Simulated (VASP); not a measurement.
Energy against volume of SrCl2 (fluorite). Computed with PBE GGA with D3 dispersion (zero damping), VASP's PBE PAW potentials (set 64) (plane waves; VASP 6.6.1). Settings: 520 eV cut-off, 6×6×6 Γ-centred mesh, Gaussian smearing of 0.050 eV, potentials Sr_sv Cl.

```tsv
V (Å³/atom)	E (eV/atom)
27.636	-4.41707
28.490	-4.42054
29.345	-4.41809
30.200	-4.41061
```

**Question.** Fit these four points and predict the energy of the run at 26.781 Å³/atom.

**Answer.** A cubic in V^(−2/3), the third-order Birch-Murnaghan form, passes through the four points with V0 = 28.54 Å³/atom and B0 = 37 GPa, and gives -4.4066 eV/atom there. The run gave -4.4066 eV/atom, -0.0 meV/atom from the fit; all five points give B0 = 37 GPa.

The compound is SrCl2 in the fluorite structure. It was relaxed first.
